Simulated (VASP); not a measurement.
These are PBE GGA, VASP's PBE PAW potentials (set 64) (plane waves; VASP 6.6.1) values and carry that method's errors.

VASP ran on this input.

KPOINTS:
```
Automatic mesh
0
Gamma
7 7 7
0 0 0
```

POSCAR:
```
NaI
1.0
  0.0000000000   3.2350000000   3.2350000000
  3.2350000000   0.0000000000   3.2350000000
  3.2350000000   3.2350000000   0.0000000000
Na I
1 1
Cart
  0.0000000000   0.0000000000   0.0000000000
  3.2350000000   3.2350000000   3.2350000000
```

**INCAR**
```
SYSTEM=NaI
PREC=Accurate; ENCUT=520; LREAL=F
LASPH=T
EDIFF=1E-6; NELM=100; ALGO=Normal
LMAXMIX=4
ISMEAR=0; SIGMA=0.05
GGA=PE
IBRION=2; NSW=60; ISIF=3
EDIFFG=-0.01
LWAVE=F; LCHARG=F
```

POTCAR, in this order: Na_pv I (PBE.64 set). Program: vasp_std.

What VASP printed:

File OSZICAR:
```
       N       E                     dE             d eps       ncg     rms          rms(c)
DAV:   1     0.805718802926E+02    0.80572E+02   -0.67172E+03   440   0.112E+03
DAV:   2     0.140679597670E+01   -0.79165E+02   -0.75702E+02   470   0.238E+02
DAV:   3    -0.525786479611E+01   -0.66647E+01   -0.66269E+01   539   0.710E+01
DAV:   4    -0.544787981257E+01   -0.19002E+00   -0.18992E+00   537   0.126E+01
DAV:   5    -0.545226236824E+01   -0.43826E-02   -0.43825E-02   541   0.186E+00    0.163E+00
DAV:   6    -0.539143977406E+01    0.60823E-01   -0.86356E-02   497   0.198E+00    0.112E+00
DAV:   7    -0.538274608707E+01    0.86937E-02   -0.72712E-02   503   0.167E+00    0.590E-01
DAV:   8    -0.538482377750E+01   -0.20777E-02   -0.51196E-03   461   0.700E-01    0.149E-01
DAV:   9    -0.538479216765E+01    0.31610E-04   -0.13661E-04   497   0.130E-01    0.410E-02
DAV:  10    -0.538480732148E+01   -0.15154E-04   -0.38967E-05   506   0.778E-02    0.623E-03
DAV:  11    -0.538480771693E+01   -0.39545E-06   -0.39980E-06   479   0.233E-02
   1 F= -.53848077E+01 E0= -.53848077E+01  d E =-.538481E+01
       N       E                     dE             d eps       ncg     rms          rms(c)
DAV:   1    -0.540184116179E+01   -0.17034E-01   -0.34851E-01   500   0.894E+00    0.735E-01
DAV:   2    -0.539024619715E+01    0.11595E-01   -0.15113E-02   494   0.152E+00    0.354E-01
DAV:   3    -0.538697827697E+01    0.32679E-02   -0.83482E-03   497   0.981E-01    0.158E-01
DAV:   4    -0.538694011664E+01    0.38160E-04   -0.11308E-04   480   0.112E-01    0.160E-01
DAV:   5    -0.538685743598E+01    0.82681E-04   -0.11091E-05   476   0.372E-02    0.421E-02
DAV:   6    -0.538681936783E+01    0.38068E-04   -0.50929E-05   503   0.949E-02    0.762E-02
DAV:   7    -0.538682530292E+01   -0.59351E-05   -0.14666E-06   455   0.914E-03    0.147E-01
DAV:   8    -0.538681572139E+01    0.95815E-05   -0.20648E-06   455   0.108E-02    0.256E-02
DAV:   9    -0.538681408551E+01    0.16359E-05   -0.22754E-07   235   0.410E-03    0.795E-03
DAV:  10    -0.538681445144E+01   -0.36593E-06   -0.72970E-08   238   0.372E-03
   2 F= -.53868145E+01 E0= -.53868145E+01  d E =-.200673E-02
       N       E                     dE             d eps       ncg     rms          rms(c)
DAV:   1    -0.539878922059E+01   -0.11975E-01   -0.26297E-01   497   0.773E+00    0.639E-01
DAV:   2    -0.539000774386E+01    0.87815E-02   -0.11488E-02   491   0.132E+00    0.308E-01
DAV:   3    -0.538754866442E+01    0.24591E-02   -0.63107E-03   494   0.849E-01    0.138E-01
DAV:   4    -0.538751880663E+01    0.29858E-04   -0.85275E-05   463   0.967E-02    0.139E-01
DAV:   5    -0.538745557227E+01    0.63234E-04   -0.86353E-06   473   0.327E-02    0.354E-02
DAV:   6    -0.538742794827E+01    0.27624E-04   -0.36977E-05   497   0.799E-02    0.638E-02
DAV:   7    -0.538743286674E+01   -0.49185E-05   -0.10861E-06   443   0.785E-03    0.126E-01
DAV:   8    -0.538742473260E+01    0.81341E-05   -0.17221E-06   443   0.986E-03    0.162E-02
DAV:   9    -0.538742354410E+01    0.11885E-05   -0.15378E-07   229   0.335E-03    0.936E-03
DAV:  10    -0.538742398490E+01   -0.44080E-06   -0.55913E-08   229   0.303E-03
   3 F= -.53874240E+01 E0= -.53874240E+01  d E =-.261627E-02
```

OUTCAR:
```
------------------------ aborting loop because EDIFF is reached ----------------------------------------
  FORCE on cell =-STRESS in cart. coord.  units (eV):
  Direction    XX          YY          ZZ          XY          YZ          ZX
  --------------------------------------------------------------------------------------
  Total        0.0085513      0.0085513      0.0085513      0.0000000      0.0000000     -0.0000000
  in kB        0.1970354      0.1970354      0.1970354      0.0000000      0.0000000     -0.0000000
  external PRESSURE =       0.1970354 kB  Pullay stress =       0.0000000 kB
  volume of cell :       69.53
      direct lattice vectors                 reciprocal lattice vectors
     0.000000000  3.263797652  3.263797652    -0.153195772  0.153195772  0.153195772
     3.263797652  0.000000000  3.263797652     0.153195772 -0.153195772  0.153195772
     3.263797652  3.263797652 -0.000000000     0.153195772  0.153195772 -0.153195772
  FREE ENERGIE OF THE ION-ELECTRON SYSTEM (eV)
  ---------------------------------------------------
  free  energy   TOTEN  =        -5.3874239849 eV

  energy  without entropy=       -5.3874239849  energy(sigma->0) =       -5.38742398

 reached required accuracy - stopping structural energy minimisation
```
(Selected blocks of OUTCAR.)

**CONTCAR**
```
NaI
   1.00000000000000
     0.0000000000000000    3.2637976522072005    3.2637976522072005
     3.2637976522072005    0.0000000000000000    3.2637976522072005
     3.2637976522072005    3.2637976522072005   -0.0000000000000000
  Na              I
     1     1
Direct
     0.0000000000000000    0.0000000000000000    0.0000000000000000
     0.5000000000000000    0.5000000000000000    0.5000000000000000
```

Energy and stress use the plane-wave basis of the starting cell.

The compound is NaI in the rock salt structure. This run relaxes it. Symmetry was kept, so distortions that lower it aren't found.
